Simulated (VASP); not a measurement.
Shape and ions are relaxed at each volume.

Energy against volume of ZnO (wurtzite). These are r2SCAN+rVV10, VASP's PBE PAW potentials (set 64) (plane waves; VASP) values and carry that method's errors.

| V (Å³/atom) | E (eV/atom) |
|---|---|
| 11.076 | -8.78909 |
| 11.430 | -8.80686 |
| 11.783 | -8.81240 |
| 12.137 | -8.80770 |
| 12.490 | -8.79444 |

Task: Fit a third-order Birch-Murnaghan equation of state.

Result: 
```json
{
 "volume_per_atom": "11.79 Å^3/atom",
 "bulk_modulus": "154 GPa",
 "pressure_derivative_of_the_bulk_modulus": "4.95"
}
```

Measured: bulk modulus 143 GPa (computed value off by +7.7 %), as given by Cormac Toher et al., Physical Review Materials (2017), arXiv:1611.05714. The calculation is for a static lattice, while the measured bulk modulus holds thermal and zero-point effects, which are part of the difference.

The compound is ZnO in the wurtzite structure. It was relaxed first.
